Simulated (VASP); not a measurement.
These are vdW-DF-cx, VASP's PBE PAW potentials (set 64) (plane waves; VASP 6.6.1) values and carry that method's errors.

VASP input:

### INCAR
```
SYSTEM = MnF2
PREC = Accurate
ENCUT = 520
EDIFF = 1E-7
NELM = 100
ALGO = Normal
LREAL = .FALSE.
LASPH = .TRUE.
ISMEAR = 0
SIGMA = 0.05
GGA = CX
LUSE_VDW = .TRUE.
AGGAC = 0.0
LMAXMIX = 4
ISPIN = 2
MAGMOM = 4.5 -4.5 -0.0 0.0 0.0 -0.0
LORBIT = 10
LWAVE = .FALSE.
LCHARG = .FALSE.
ISIF = 4
IBRION = 2
NSW = 30
EDIFFG = -0.01
```

File POSCAR:
```
MnF2
1
    4.7642848064     0.0000000000     0.0000000000
    0.0000000000     4.7642848064     0.0000000000
    0.0000000000     0.0000000000     3.2326960460
Mn F
2 4
Direct
  0.0000000000   1.0000000000   0.0000000000
  0.5000000000   0.5000000000   0.5000000000
  0.3031342912   0.3031342912   0.0000000000
  0.8031342912   0.1968657088   0.5000000000
  0.1968657088   0.8031342912   0.5000000000
  0.6968657088   0.6968657088   0.0000000000
```

KPOINTS:
```
Automatic
0
Gamma
5 5 7
0 0 0
```

POTCAR, in this order: Mn_pv F (PBE.64 set). Program: vasp_std.

The resulting files:

**OSZICAR**
```
       N       E                     dE             d eps       ncg     rms          rms(c)
DAV:   1     0.736418218910E+03    0.73642E+03   -0.31584E+04  3096   0.194E+03
DAV:   2     0.440875054383E+02   -0.69233E+03   -0.66793E+03  3400   0.559E+02
DAV:   3    -0.263288118841E+02   -0.70416E+02   -0.69787E+02  3408   0.188E+02
DAV:   4    -0.281551632354E+02   -0.18264E+01   -0.18035E+01  3696   0.301E+01
DAV:   5    -0.281852517426E+02   -0.30089E-01   -0.30084E-01  3240   0.430E+00    0.226E+01
DAV:   6    -0.249410283257E+02    0.32442E+01   -0.22603E+01  3664   0.366E+01    0.163E+01
DAV:   7    -0.250553747300E+02   -0.11435E+00   -0.16946E+00  3240   0.104E+01    0.109E+01
DAV:   8    -0.248553208258E+02    0.20005E+00   -0.62001E-01  3152   0.711E+00    0.342E+00
DAV:   9    -0.251134453876E+02   -0.25812E+00   -0.18684E-01  3584   0.447E+00    0.998E-01
DAV:  10    -0.251170927802E+02   -0.36474E-02   -0.23637E-02  3296   0.104E+00    0.170E-01
DAV:  11    -0.251174498081E+02   -0.35703E-03   -0.55699E-04  3584   0.230E-01    0.673E-02
DAV:  12    -0.251178188229E+02   -0.36901E-03   -0.26586E-04  3328   0.115E-01    0.529E-02
DAV:  13    -0.251178909372E+02   -0.72114E-04   -0.62971E-05  3384   0.507E-02    0.883E-03
DAV:  14    -0.251178977700E+02   -0.68328E-05   -0.94960E-06  3448   0.230E-02    0.623E-03
DAV:  15    -0.251178992242E+02   -0.14542E-05   -0.11217E-06  3440   0.692E-03    0.295E-03
DAV:  16    -0.251178994233E+02   -0.19910E-06   -0.47655E-07  3048   0.413E-03    0.136E-03
DAV:  17    -0.251178992555E+02    0.16777E-06   -0.26607E-08  1832   0.113E-03    0.452E-04
DAV:  18    -0.251178992403E+02    0.15229E-07   -0.12049E-08  1712   0.784E-04
   1 F= -.25117899E+02 E0= -.25117899E+02  d E =-.251179E+02  mag=    -0.0000
       N       E                     dE             d eps       ncg     rms          rms(c)
DAV:   1    -0.251227986273E+02   -0.48994E-02   -0.68936E-01  3072   0.624E+00    0.576E-01
DAV:   2    -0.251211768992E+02    0.16217E-02   -0.18650E-02  3648   0.105E+00    0.349E-01
DAV:   3    -0.251200585859E+02    0.11183E-02   -0.11809E-03  3872   0.291E-01    0.193E-01
DAV:   4    -0.251198437358E+02    0.21485E-03   -0.46534E-04  3632   0.160E-01    0.555E-02
DAV:   5    -0.251198484227E+02   -0.46869E-05   -0.43269E-05  3256   0.453E-02    0.319E-02
DAV:   6    -0.251198496911E+02   -0.12684E-05   -0.39988E-06  3880   0.163E-02    0.148E-02
DAV:   7    -0.251198500395E+02   -0.34837E-06   -0.96568E-07  3568   0.766E-03    0.286E-03
DAV:   8    -0.251198502385E+02   -0.19899E-06   -0.98779E-08  2016   0.273E-03    0.104E-03
DAV:   9    -0.251198502721E+02   -0.33637E-07   -0.38781E-08  1664   0.143E-03
   2 F= -.25119850E+02 E0= -.25119850E+02  d E =-.195103E-02  mag=     0.0000
       N       E                     dE             d eps       ncg     rms          rms(c)
DAV:   1    -0.251216874563E+02   -0.18372E-02   -0.31969E-01  3072   0.425E+00    0.392E-01
DAV:   2    -0.251209425370E+02    0.74492E-03   -0.86464E-03  3648   0.718E-01    0.237E-01
DAV:   3    -0.251204243936E+02    0.51814E-03   -0.54627E-04  3880   0.198E-01    0.131E-01
DAV:   4    -0.251203240578E+02    0.10034E-03   -0.21454E-04  3632   0.108E-01    0.378E-02
DAV:   5    -0.251203263644E+02   -0.23066E-05   -0.19793E-05  3288   0.305E-02    0.217E-02
DAV:   6    -0.251203269991E+02   -0.63468E-06   -0.18468E-06  3872   0.110E-02    0.100E-02
DAV:   7    -0.251203270728E+02   -0.73734E-07   -0.43327E-07  3176   0.518E-03
   3 F= -.25120327E+02 E0= -.25120327E+02  d E =-.242783E-02  mag=    -0.0000
       N       E                     dE             d eps       ncg     rms          rms(c)
DAV:   1    -0.251203893123E+02   -0.62313E-04   -0.11693E-02  3072   0.813E-01    0.748E-02
DAV:   2    -0.251203642296E+02    0.25083E-04   -0.31587E-04  3648   0.137E-01    0.452E-02
DAV:   3    -0.251203449898E+02    0.19240E-04   -0.19984E-05  3872   0.379E-02    0.250E-02
DAV:   4    -0.251203408479E+02    0.41419E-05   -0.79156E-06  3632   0.208E-02    0.724E-03
DAV:   5    -0.251203410059E+02   -0.15794E-06   -0.72371E-07  2976   0.581E-03    0.415E-03
DAV:   6    -0.251203410549E+02   -0.49002E-07   -0.62426E-08  1648   0.232E-03
   4 F= -.25120341E+02 E0= -.25120341E+02  d E =-.244181E-02  mag=     0.0000
       N       E                     dE             d eps       ncg     rms          rms(c)
DAV:   1    -0.251205098489E+02   -0.16884E-03   -0.22305E-02  3072   0.114E+00    0.920E-02
DAV:   2    -0.251204533946E+02    0.56454E-04   -0.43847E-04  3080   0.164E-01    0.549E-02
DAV:   3    -0.251204181619E+02    0.35233E-04   -0.34809E-05  3952   0.508E-02    0.279E-02
DAV:   4    -0.251204142645E+02    0.38975E-05   -0.80603E-06  3600   0.212E-02    0.769E-03
DAV:   5    -0.251204145146E+02   -0.25013E-06   -0.40245E-07  2704   0.498E-03    0.501E-03
DAV:   6    -0.251204145471E+02   -0.32524E-07   -0.61361E-08  1800   0.216E-03
   5 F= -.25120415E+02 E0= -.25120415E+02  d E =-.734923E-04  mag=     0.0000
       N       E                     dE             d eps       ncg     rms          rms(c)
DAV:   1    -0.251206335643E+02   -0.21905E-03   -0.35841E-02  3072   0.144E+00    0.117E-01
DAV:   2    -0.251205412438E+02    0.92321E-04   -0.70537E-04  3080   0.208E-01    0.697E-02
DAV:   3    -0.251204846652E+02    0.56579E-04   -0.56044E-05  3952   0.645E-02    0.353E-02
DAV:   4    -0.251204787294E+02    0.59359E-05   -0.12991E-05  3600   0.269E-02    0.974E-03
DAV:   5    -0.251204790995E+02   -0.37015E-06   -0.65397E-07  2800   0.635E-03    0.635E-03
DAV:   6    -0.251204791564E+02   -0.56937E-07   -0.95781E-08  2032   0.262E-03
   6 F= -.25120479E+02 E0= -.25120479E+02  d E =-.138102E-03  mag=    -0.0000
```

File OUTCAR:
```
------------------------ aborting loop because EDIFF is reached ----------------------------------------
  FORCE on cell =-STRESS in cart. coord.  units (eV):
  Direction    XX          YY          ZZ          XY          YZ          ZX
  --------------------------------------------------------------------------------------
  Total        2.9970618      2.9970618      3.0300452     -0.0000000      0.0000000      0.0000000
  in kB       65.4404044     65.4404044     66.1605926     -0.0000000      0.0000000      0.0000000
  external PRESSURE =      65.6804671 kB  Pullay stress =       0.0000000 kB
  volume of cell :       73.38
      direct lattice vectors                 reciprocal lattice vectors
     4.748779304  0.000000000  0.000000000     0.210580433 -0.000000000  0.000000000
     0.000000000  4.748779304  0.000000000    -0.000000000  0.210580433  0.000000000
     0.000000000  0.000000000  3.253841020     0.000000000  0.000000000  0.307329090
 POSITION                                       TOTAL-FORCE (eV/Angst)
 -----------------------------------------------------------------------------------
      0.00000      0.00000      3.25384         0.000000      0.000000     -0.000000
      2.37439      2.37439      1.62692        -0.000000      0.000000     -0.000000
      1.43612      1.43612      3.25384         0.004602      0.004602     -0.000000
      3.81050      0.93827      1.62692         0.004602     -0.004602      0.000000
      0.93827      3.81050      1.62692        -0.004602      0.004602     -0.000000
      3.31266      3.31266      0.00000        -0.004602     -0.004602      0.000000
 -----------------------------------------------------------------------------------
    total drift:                                0.000000      0.000000      0.000000
  FREE ENERGIE OF THE ION-ELECTRON SYSTEM (eV)
  ---------------------------------------------------
  free  energy   TOTEN  =       -25.1204791564 eV

  energy  without entropy=      -25.1204791564  energy(sigma->0) =      -25.12047916

 total charge

# of ion       s       p       d       tot
------------------------------------------
    1        0.177   6.170   4.997  11.344
    2        0.177   6.170   4.997  11.344
    3        1.732   4.373   0.000   6.105
    4        1.732   4.373   0.000   6.105
    5        1.732   4.373   0.000   6.105
    6        1.732   4.373   0.000   6.105
--------------------------------------------------
tot          7.282  29.833   9.994  47.109

 magnetization (x)

# of ion       s       p       d       tot
------------------------------------------
    1        0.016   0.017   4.468   4.501
    2       -0.016  -0.017  -4.468  -4.501
    3       -0.003  -0.022   0.000  -0.025
    4        0.003   0.022   0.000   0.025
    5        0.003   0.022   0.000   0.025
    6       -0.003  -0.022   0.000  -0.025
--------------------------------------------------
tot          0.000   0.000   0.000   0.000

 reached required accuracy - stopping structural energy minimisation
```
(Selected blocks of OUTCAR.)

### CONTCAR
```
MnF2
   1.00000000000000
     4.7487793043652591    0.0000000000000000    0.0000000000000000
     0.0000000000000000    4.7487793043652591    0.0000000000000000
     0.0000000000000000    0.0000000000000000    3.2538410199660399
  Mn              F
     2     4
Direct
     0.0000000000000000    0.0000000000000000    1.0000000000000000
     0.5000000000000000    0.5000000000000000    0.5000000000000000
     0.3024177847320361    0.3024177847320361    1.0000000000000000
     0.8024177847320360    0.1975822152679640    0.5000000000000000
     0.1975822152679640    0.8024177847320360    0.5000000000000000
     0.6975822152679640    0.6975822152679640    0.0000000000000000
```

File OUTCAR:
```
 val. band max:        3.5969625361   @ k =   0.4000   0.2000   0.4286

 cond. band min:       5.7388804437   @ k =   0.0000   0.0000   0.0000


 Fermi energy:         3.8792175874

 spin component 1

 k-point     1 :       0.0000    0.0000    0.0000
  band No.  band energies     occupation
      1     -45.8824      1.00000
      2     -45.8059      1.00000
      3     -45.8044      1.00000
      4     -41.1784      1.00000
      5     -41.1023      1.00000
      6     -41.1001      1.00000
      7     -20.9953      1.00000
      8     -20.3763      1.00000
      9     -20.3428      1.00000
     10     -20.2895      1.00000
     11      -4.6097      1.00000
     12      -3.5991      1.00000
     13      -3.1976      1.00000
     14      -2.9504      1.00000
     15      -2.5100      1.00000
     16      -2.5082      1.00000
     17      -2.4578      1.00000
     18      -2.4412      1.00000
     19      -1.4641      1.00000
     20      -1.0898      1.00000
     21      -1.0763      1.00000
     22      -0.7710      1.00000
     23       1.7029      1.00000
     24       2.0095      1.00000
     25       2.1861      1.00000
     26       3.1956      1.00000
     27       3.4168      1.00000
     28       5.7389      0.00000
     29       5.9269      0.00000
     30       6.4172      0.00000
     31       6.4401      0.00000
     32       7.4398      0.00000

 k-point     2 :       0.2000    0.0000    0.0000
  band No.  band energies     occupation
      1     -45.8824      1.00000
      2     -45.8059      1.00000
      3     -45.8044      1.00000
      4     -41.1784      1.00000
      5     -41.1023      1.00000
      6     -41.1001      1.00000
      7     -20.9400      1.00000
      8     -20.4422      1.00000
      9     -20.3336      1.00000
     10     -20.2947      1.00000
     11      -4.4482      1.00000
     12      -3.5866      1.00000
     13      -3.0936      1.00000
     14      -2.9623      1.00000
...
```

The compound is MnF2 in the rutile structure. This cell is one point of a volume scan, at 0.94 of the reference volume. Symmetry was kept, so distortions that lower it aren't found.
